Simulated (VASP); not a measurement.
# SiB2: relaxation of cell and atoms with PBE

Crystal: SiB2.

```
Si B
1.0
    -1.61126    1.61126    3.18797
     1.61126   -1.61126    3.18797
     1.61126    1.61126   -3.18797
Si B
1 2
Direct
  0.00000 0.00000 0.00000
  0.39691 0.39691 0.00000
  0.60309 0.60309 0.00000
```

The cell was built by a generator and needn't be a form met in nature.

```yaml
Program: VASP 6.6.1
Task: relaxation of cell and atoms
Functional: PBE
Potentials_or_basis: VASP PAW PBE potentials, release 64 (Si, B)
Cutoff: 520 eV
k_mesh: 9 × 9 × 9
Occupations: gaussian, width 0.15 eV
Spin: no spin polarisation
Further_INCAR_settings: PREC = Normal; ALGO = Fast; EDIFF = 0.0001; IBRION = 2; EDIFFG = -0.08; NSW = 24; ISIF = 3
```

The relaxed volume is 9.77 Å³/atom. The relaxed cell is a = 5.223 Å, b = 5.223 Å, c = 5.223 Å, α = 153.00°, β = 153.00°, γ = 38.56°, the space group after relaxing (to 0.05 Å) is I4/mmm (No. 139) and the energy gained by relaxing is 807.2 meV/atom. The ionic steps are 23 and the pressure after relaxing is 0.9 GPa. The largest force after relaxing is 0.008 eV/Å and the band gap on the k mesh is none (metal or under the smearing width).

Forces in eV/Å, atoms in the order of the input:
```
Si   0.000  0.000  0.000
B    0.000  0.000  0.008
B    0.000  0.000 -0.008
```

Stress tensor (GPa, compression positive):
```
1.09 0.00 0.00
0.00 1.09 0.00
0.00 0.00 0.52
```

Step by step:
| step | energy change (eV) | largest force (eV/Å) | pressure (GPa) | volume (Å³) |
| --- | --- | --- | --- | --- |
| 1 | 0.0000 | 12.1867 | 6.90 | 33.11 |
| 2 | -0.3653 | 0.8368 | -26.14 | 35.14 |
| 3 | -0.3849 | 0.8671 | -25.98 | 35.19 |
| 4 | -1.3118 | 0.8838 | 3.45 | 26.46 |
| 5 | -1.3271 | 0.5421 | -1.89 | 27.21 |
| 6 | -1.4278 | 0.0050 | 2.16 | 25.87 |
| 7 | -1.4293 | 0.0547 | 3.00 | 25.70 |
| 8 | -1.4374 | 0.2254 | -0.83 | 26.33 |
| 9 | -1.4374 | 0.2302 | -0.94 | 26.35 |
| 10 | -1.4449 | 0.2319 | -0.87 | 26.45 |
| 11 | -1.4661 | 0.2484 | -0.77 | 26.73 |
| 12 | -1.4935 | 0.1933 | 0.42 | 27.25 |
| 13 | -1.6382 | 0.2556 | 6.51 | 28.10 |
| 14 | -2.3526 | 0.7990 | 4.73 | 29.11 |
| 15 | 0.8589 | 2.6520 | 22.19 | 28.65 |
| 16 | -1.7494 | 3.0404 | -2.96 | 29.29 |
| 17 | -2.3649 | 1.0072 | 2.38 | 29.15 |
| 18 | -2.3745 | 0.8665 | 2.95 | 29.13 |
| 19 | -2.4122 | 0.0014 | -1.91 | 29.72 |
| 20 | -2.4169 | 0.1880 | -0.91 | 29.57 |
| 21 | -2.4169 | 0.1984 | -0.84 | 29.56 |
| 22 | -2.4209 | 0.0922 | 0.13 | 29.42 |
| 23 | -2.4216 | 0.0080 | 0.90 | 29.32 |

Final structure:
```
Si B
1.0
    -1.21940    1.21940    4.92963
     1.21940   -1.21940    4.92963
     1.21940    1.21940   -4.92963
Si B
1 2
Direct
  0.00000 0.00000 0.00000
  0.21053 0.21053 0.00000
  0.78947 0.78947 0.00000
```

Levels at points of the mesh, in eV from the Fermi level:
```
           k point  band 3  band 4  band 5  band 6  band 7  band 8
(0.00, 0.00, 0.00)   -8.61    1.82    1.82    3.32    7.00    9.06
```

It took 110 s on 1 thread of Intel(R) Xeon(R) Platinum 8259CL CPU @ 2.50GHz (Skylake/Cascade Lake) (shared host), peak memory 0.15 GiB.

Caveat: the relaxation stopped at a loose force limit of 0.08 eV/Å, so its end isn't a converged minimum.
